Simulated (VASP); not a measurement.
Input:

```
CELL_PARAMETERS angstrom
      4.92952     0.00000     0.00000
      0.00000     4.92952     0.00000
      0.00000     0.00000     4.92952
ATOMIC_POSITIONS crystal
  La 0.00000 0.00000 0.00000
  Pb 0.00000 0.50000 0.50000
  Pb 0.50000 0.00000 0.50000
  Pb 0.50000 0.50000 0.00000
```

Level of theory: LDA (Ceperley-Alder, Perdew-Zunger), VASP's LDA PAW potentials (set 64) (plane waves; VASP). Run with 300 eV cut-off, 7×7×7 Γ-centred mesh, Gaussian smearing of 0.14 eV, potentials La Pb_d.

At this cut-off the stress carries a Pulay error, which pulls relaxed volumes low. Energy and stress use the plane-wave basis of the starting cell.

Problem. The ions, cell shape and volume are relaxed. Give the cell that the relaxation ends in.

Solution. 
```
CELL_PARAMETERS angstrom
      4.81682     0.00000     0.00000
      0.00000     4.81682     0.00000
      0.00000     0.00000     4.81682
ATOMIC_POSITIONS crystal
  La 0.00000 0.00000 0.00000
  Pb 0.00000 0.50000 0.50000
  Pb 0.50000 0.00000 0.50000
  Pb 0.50000 0.50000 0.00000
```
Space group Pm-3m (221), at a tolerance of 0.03 Å.

Problem. How do energy and volume change from the first to the last step?

Solution. The energy (σ→0) changes by -24.8 meV/atom and the volume by -6.7 %, in 3 ionic steps.

The structure comes from a computed database's LaPb3 entry; how it stands against other phases isn't given here. This run relaxes it. Symmetry was kept, so distortions that lower it aren't found. The run is one of a series of settings (EDIFFG = -0.01, IBRION = 2, ISIF = 3, NSW = 50 against the base run), some of them coarse on purpose. The electron count is odd and the run is not spin-polarised, which forces a metal.
